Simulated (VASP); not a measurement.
```
Sn
1.0
   -2.99930     2.82960     1.55230
    2.99930    -2.82960     1.55230
    2.99930     2.82960    -1.55230
Sn
2
Direct
  0.25000   0.75000   0.50000
  0.00000   0.00929   0.00929
```

Calculation: PBE GGA with D3 dispersion (zero damping), VASP's PBE PAW potentials (set 64) (plane waves; VASP). Run with 400 eV cut-off, 12×12×12 Γ-centred mesh, first-order Methfessel-Paxton smearing of 0.10 eV, potentials Sn_d.

Task: Which forces act on the atoms, in eV/Å?

Result: 
```json
[
 {"atom": "Sn1", "Fx": "0.134", "Fy": "0.000", "Fz": "-0.170"},
 {"atom": "Sn2", "Fx": "-0.134", "Fy": "0.000", "Fz": "0.170"}
]
```

Task: Give the stress tensor in GPa (positive for a compressed cell).

Result: 
```
-0.53   0.00   0.11
 0.00   6.75   0.00
 0.11   0.00   4.01
```
The pressure is its mean diagonal, 3.41 GPa.

The compound is Sn in the beta structure. The cell was not relaxed at this level. The run is one of a series of settings (IVDW = 11 against the base run), some of them coarse on purpose.
